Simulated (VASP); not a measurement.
Crystal: CsPt.

```
Cs Pt
1.0
     3.43699    0.00000    0.00000
    -1.71849    2.97652    0.00000
     0.00000    0.00000    5.58143
Cs Pt
1 1
Direct
  0.00000 0.00000 0.00000
  0.33333 0.66667 0.50000
```

The cell was built by a generator and needn't be a form met in nature.

* Program: VASP 6.6.1
* Task: single point
* Functional: PBE
* Potentials or basis: VASP PAW PBE potentials, release 64 (Cs_sv, Pt)
* Cutoff: 520 eV
* k mesh: 9 × 9 × 5
* Occupations: fermi-dirac, width 0.05 eV
* Spin: no spin polarisation

On this cell: pressure 0.4 GPa; largest force under 0.003 eV/Å; band gap on the k mesh none (metal or under the smearing width).

The same run follows on a disturbed copy (atoms moved at random, drawn with an rms of 0.05 Å):

```xyz
2
Lattice="3.4370 0.0000 0.0000 -1.7185 2.9765 0.0000 0.0000 0.0000 5.5814" Properties=species:S:1:pos:R:3 pbc="T T T"
Cs   -0.0195    0.0032    0.0025
Pt   -0.0061    1.9567    2.7911
```

Problem. What does the disturbed cell give?

Solution. The energy (extrapolated to zero smearing) moves by +0.1 meV/atom; pressure 0.4 GPa; largest force 0.011 eV/Å; band gap on the k mesh none (metal or under the smearing width).

Forces in eV/Å, atoms in the order of the input:
```
Cs   0.003 -0.009 -0.006
Pt  -0.003  0.009  0.006
```

Stress tensor (GPa, compression positive):
```
0.31 0.04 0.00
0.04 0.50 0.00
0.00 0.00 0.37
```
